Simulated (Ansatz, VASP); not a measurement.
# Hf11Ti19O60 (amorphous 37HfO2-63TiO2 (mol %)): VASP beside Ansatz, part 2 of 2

Aim: how closely do two programs agree when they are given the same cell, functional and k mesh? The cell is taken from a series of runs on this material, whose earlier steps may have relaxed, scaled, displaced or heated it; both programs get it as it stands.

VASP 6.6.1 and Ansatz 0.2.0.

So far: The structure; Ansatz: single point, RPBE.

## (3) VASP: single point, RPBE

Level of this step: RPBE, spin-polarised from a ferromagnetic start; plane waves and PAW (Hf_pv, Ti_sv, O) (VASP).

The same cell, functional, mesh and smearing now go to VASP, with its own data sets.

Lines of VASP's logs that name or quote its potential files are left out, and so is its time.

Input file INCAR:

```
SYSTEM = Hf11Ti19O60
PREC = Accurate
ENCUT = 600
EDIFF = 1E-06
NELM = 200
ISMEAR = -1
SIGMA = 0.01
LREAL = Auto
ALGO = Normal
GGA = RP
NELECT = 699
NBANDS = 416
ISPIN = 2
MAGMOM = 0 0 0 0 0 0 0 0 -0 0 0 0.01 0 0.02 0 0.01 0 0.24 0.01 0.24 0 0.01 0 0.02 0 0.01 0 0.05 0 0.01 -0 -0 -0 0 -0 0 -0 -0 -0 -0 -0 0 -0 -0 -0 -0 0 -0 -0 0 -0 -0 -0 0 0 0 -0.01 -0 -0 0 -0 -0 -0.01 -0 -0 0 -0 -0 -0 -0 0 0 -0 0 -0.01 0 -0 -0 -0 -0 -0 -0 0 -0 0 -0 0 -0 -0 0
LASPH = .TRUE.
LMAXMIX = 4
LORBIT = 11
LWAVE = .FALSE.
LCHARG = .FALSE.
ISIF = 2
GGA_COMPAT = .FALSE.
NCORE = 2
```

Input file POSCAR:

```
Hf11Ti19O60
1.0
   10.5560500000      0.0000000000      0.0000000000
    0.0000000000     10.5560500000      0.0000000000
    0.0000000000      0.0000000000     10.5560500000
Hf Ti O
11 19 60
Direct
    0.8322800000      0.2704400000      0.4438000000
    0.0805400000      0.1890100000      0.6486100000
    0.2622900000      0.3380400000      0.1498000000
    0.8596700000      0.9546400000      0.6243000000
    0.9933600000      0.1296900000      0.1621100000
    0.9083900000      0.4081600000      0.9125800000
    0.0591300000      0.7361000000      0.6993800000
    0.2747700000      0.6650500000      0.2361900000
    0.3397400000      0.0004400000      0.1519200000
    0.7103000000      0.6340600000      0.6834400000
    0.7562900000      0.0814800000      0.9373700000
    0.5890600000      0.3231000000      0.0563300000
    0.5730900000      0.7398100000      0.4011900000
    0.5366300000      0.4399800000      0.3484800000
    0.5873300000      0.0453900000      0.6230000000
    0.6962700000      0.7517600000      0.1011100000
    0.0994300000      0.0047700000      0.9017000000
    0.4100400000      0.3969100000      0.6514500000
    0.3932700000      0.1351500000      0.8702900000
    0.1673000000      0.4609000000      0.7342900000
    0.3154400000      0.1134500000      0.4287000000
    0.0129400000      0.6862100000      0.0004100000
    0.0801800000      0.4807400000      0.4326500000
    0.3844400000      0.7331000000      0.6630000000
    0.1212600000      0.9071200000      0.4111900000
    0.8364100000      0.4678800000      0.2101600000
    0.6693800000      0.0266900000      0.2558400000
    0.4132400000      0.5679700000      0.9456900000
    0.5144500000      0.8485600000      0.8957500000
    0.7058100000      0.3451700000      0.7081600000
    0.3209400000      0.5286800000      0.0890500000
    0.9139200000      0.1291200000      0.5537800000
    0.4717700000      0.6093700000      0.3254500000
    0.4613200000      0.0876200000      0.5117700000
    0.2351500000      0.3264400000      0.6304900000
    0.2768400000      0.1981400000      0.2778300000
    0.7991500000      0.2598500000      0.8419600000
    0.0524300000      0.5841900000      0.8458900000
    0.3980700000      0.9654900000      0.9704500000
    0.5110700000      0.0680000000      0.2110700000
    0.7943300000      0.0701200000      0.1392200000
    0.5805600000      0.4740100000      0.6904600000
    0.0098300000      0.8552900000      0.5415400000
    0.9537000000      0.0871900000      0.9712200000
    0.7060200000      0.4008300000      0.3452900000
    0.4593800000      0.7990700000      0.5097700000
    0.0446400000      0.3346300000      0.7880900000
    0.0904500000      0.5683300000      0.5978000000
    0.7630300000      0.3557800000      0.0716200000
    0.8105600000      0.4062900000      0.5909300000
    0.4866800000      0.3581800000      0.2028200000
    0.5783500000      0.7515600000      0.7425200000
    0.3507400000      0.5729200000      0.6229200000
    0.2313900000      0.8078000000      0.6567200000
    0.4896900000      0.9904900000      0.7631700000
    0.1769300000      0.0746900000      0.5257200000
    0.4551200000      0.3668600000      0.4783800000
    0.6589700000      0.8390600000      0.2647800000
    0.5902800000      0.1735900000      0.9646800000
    0.6659900000      0.2058400000      0.6139600000
    0.9457800000      0.5191400000      0.0692400000
    0.7160900000      0.1313900000      0.3749400000
    0.3087200000      0.4690500000      0.8400000000
    0.0339500000      0.3252900000      0.4905300000
    0.1280300000      0.7033400000      0.1162100000
    0.0936400000      0.2868200000      0.0925200000
    0.3666300000      0.8143200000      0.1755800000
    0.5574400000      0.6953800000      0.0058300000
    0.9134200000      0.2728300000      0.2695200000
    0.6796300000      0.6477300000      0.4936800000
    0.2233600000      0.1079500000      0.8166100000
    0.2904200000      0.9640700000      0.3486200000
    0.8583400000      0.7612300000      0.0397700000
    0.7917800000      0.5142200000      0.8176500000
    0.4460600000      0.2528800000      0.7554900000
    0.2095700000      0.4727400000      0.3104800000
    0.7258700000      0.5982400000      0.1868500000
    0.3530200000      0.2217500000      0.0217600000
    0.9431200000      0.5255300000      0.3435400000
    0.1575500000      0.0230900000      0.0756900000
    0.0247900000      0.9934300000      0.3001500000
    0.6561000000      0.9093100000      0.9884200000
    0.0111600000      0.0275300000      0.7427000000
    0.5410600000      0.4443200000      0.9519000000
    0.7447100000      0.0088200000      0.7650500000
    0.8613500000      0.7576700000      0.7002400000
    0.6903300000      0.9341400000      0.5344500000
    0.1652100000      0.7439400000      0.3693600000
    0.3732200000      0.7216100000      0.8557800000
    0.0735200000      0.8272400000      0.8818700000
```

Input file KPOINTS:

```
Automatic mesh
0
Gamma
1 1 1
0 0 0
```

Potentials, in the order of the species: Hf_pv, Ti_sv and O (PBE family, release 64).

On the command line:

```bash
$ mpirun -np 8 vasp_gam
```

Numbers of over 12 decimals in the logs are rounded to 6 here.

What it wrote:

```text
[banner, memory and clock lines left out]
running    8 mpi-ranks, on    1 nodes
[...]
|                                                                             |
|               ----> ADVICE to this user running VASP <----                  |
|                                                                             |
|     You enforced a specific xc type in the INCAR file but a different       |
|     [... a line on the potential file left out ...]
|     I HOPE YOU KNOW WHAT YOU ARE DOING!                                     |
|                                                                             |

 LDA part: xc-table for (Slater+PW92), standard interpolation
 POSCAR, INCAR and KPOINTS ok, starting setup
[...]
entering main loop
       N       E                     dE             d eps       ncg     rms          rms(c)
DAV:   1     0.125341184420E+05    0.12534E+05   -0.43172E+05  1664   0.219E+03
DAV:   2     0.193929507261E+04   -0.10595E+05   -0.10108E+05  1664   0.640E+02
DAV:   3    -0.707482611495E+03   -0.26468E+04   -0.24849E+04  1976   0.269E+02
DAV:   4    -0.993747890903E+03   -0.28627E+03   -0.28481E+03  2272   0.954E+01
DAV:   5    -0.101631886374E+04   -0.22571E+02   -0.22540E+02  2648   0.219E+01BRMIX: very serious problems
 the old and the new charge density differ
 old charge density:   698.00000 new  699.00000
    0.205E+02
DAV:   6    -0.798307643137E+03    0.21801E+03   -0.15236E+03  2440   0.905E+01    0.148E+02
DAV:   7    -0.805323601976E+03   -0.70160E+01   -0.41417E+02  2408   0.460E+01    0.108E+02
DAV:   8    -0.806021687286E+03   -0.69809E+00   -0.15691E+02  2536   0.358E+01    0.410E+01
DAV:   9    -0.795769250043E+03    0.10252E+02   -0.91150E+01  2424   0.243E+01    0.936E+00
[...]
DAV:  21    -0.795390643694E+03   -0.82527E-05   -0.13305E-05  1832   0.922E-03    0.649E-03
DAV:  22    -0.795390645078E+03   -0.13842E-05   -0.38154E-06  1552   0.505E-03    0.312E-03
DAV:  23    -0.795390645043E+03    0.35143E-07   -0.71335E-07  1016   0.248E-03
   1 F= -.79539065E+03 E0= -.79539065E+03  d E =-.311450E-08  mag=     1.0000
```

Parts of OUTCAR (step 3):

```text
  Total       19.4417901      1.4395717     23.1328786     -7.8921162      2.8349974     -0.8748163
  in kB       26.4814960      1.9608283     31.5090961    -10.7497840      3.8615257     -1.1915799
  external PRESSURE =      19.9838068 kB  Pullay stress =       0.0000000 kB

  FREE ENERGIE OF THE ION-ELECTRON SYSTEM (eV)
  ---------------------------------------------------
  free  energy   TOTEN  =      -795.3906450432 eV

  energy  without entropy=     -795.3906450401  energy(sigma->0) =     -795.39064504

 magnetization (x)
# of ion       s       p       d       tot
------------------------------------------
    1        0.000   0.000   0.001   0.001
    2        0.001   0.001   0.007   0.009
    3        0.000   0.000   0.001   0.001
    4        0.000   0.000   0.000   0.000
    5        0.000   0.000   0.000   0.000
    6        0.001   0.001   0.003   0.005
    7        0.000   0.000   0.005   0.005
    8        0.000   0.000   0.000   0.001
    9       -0.000  -0.000  -0.000  -0.000
   10        0.000   0.000   0.004   0.004
   11        0.000   0.000   0.001   0.001
   12        0.000   0.000   0.014   0.014
   13        0.000   0.000   0.003   0.003
[...]
--------------------------------------------------
tot          0.009  -0.031   0.894   0.872

[... 3 further parts left out ...]
[key lines of the parts left out:]
E-fermi :   4.9513
```

The run ends at a pressure of 2.00 GPa, with forces up to 0.23 eV/Å.

## (4) Side by side

Known differences besides the potentials themselves: VASP starts from the moments at which Ansatz ended; the cutoff is 420 eV in Ansatz and 600 eV in VASP (PREC = Accurate, projectors in real space); Ansatz makes its cores anew for this functional, VASP keeps those of its PBE data sets; site moments are counted in spheres of each program's own size. Total energies have different zeros and are not compared.

The two programs side by side:

```tsv
quantity	Ansatz	VASP	difference
gap on the k mesh (eV)	0.382	0.379	+0.003
total moment (μB)	1.00	1.00	0.00
moment on Ti20 (μB)	0.24	0.34	-0.09
moment on Ti18 (μB)	0.24	0.32	-0.08
moment on Ti28 (μB)	0.05	0.08	-0.02
```

Forces on 7 of the 90 atoms, those with the largest forces and the largest differences (eV/Å; atoms numbered as in POSCAR):

```tsv
atom	Ansatz x, y, z	VASP x, y, z
O40	0.002, -0.001, 0.000	-0.196, -0.041, -0.064
O43	0.006, 0.003, -0.001	-0.099, -0.005, 0.179
O54	-0.009, 0.002, -0.002	-0.213, -0.036, 0.030
O56	0.000, -0.008, -0.001	-0.126, 0.080, 0.138
O62	-0.004, -0.002, -0.002	0.112, 0.167, 0.113
O65	-0.008, 0.004, -0.009	0.171, -0.021, 0.156
O78	-0.010, 0.007, 0.000	-0.097, 0.104, 0.150
```

The forces differ by 72 meV/Å r.m.s., where the r.m.s. force is 0.006 eV/Å in Ansatz and 0.072 eV/Å in VASP: the atoms lie near their places of rest in Ansatz, so a percentage would say little (all taken over all components). A gap on the mesh is an upper bound, since the band edges may lie between its points; neither run holds spin-orbit coupling, which can move the band edges of a compound of Hf. The cell carries a charge of -1 e against a uniform background, so its pressure also hangs on how the neutralising background is counted, and in a defect's cell a gap may be the spacing between its levels.

## (5) Results

| Property | Result |
| --- | --- |
| r.m.s. force difference (single point, RPBE) | 72 meV/Å |

In words: The r.m.s. force difference is 72 meV/Å (single point, RPBE), beyond the 12 meV/Å picked in this series as the mark of a large difference. The data sets hold unlike numbers of valence electrons (875 in Ansatz and 699 in VASP), so part of the differences comes from the potentials. What causes the difference of the single point, RPBE pair stays open here. How closely two codes agree says nothing of how well the functional describes the real material.

[Lines on the potential files, build, host, timing and source positions are cut from VASP's logs without a mark.]

[Logs are printed without paths, hosts, clocks, repeated set-up lines and the standing remarks that a program may print on its own settings, such as how far it seeks lower states.]

[Hosts, paths, dates, database ids (printed as entryN), source tags and the programs' standing remarks are cut or masked in the printed files.]
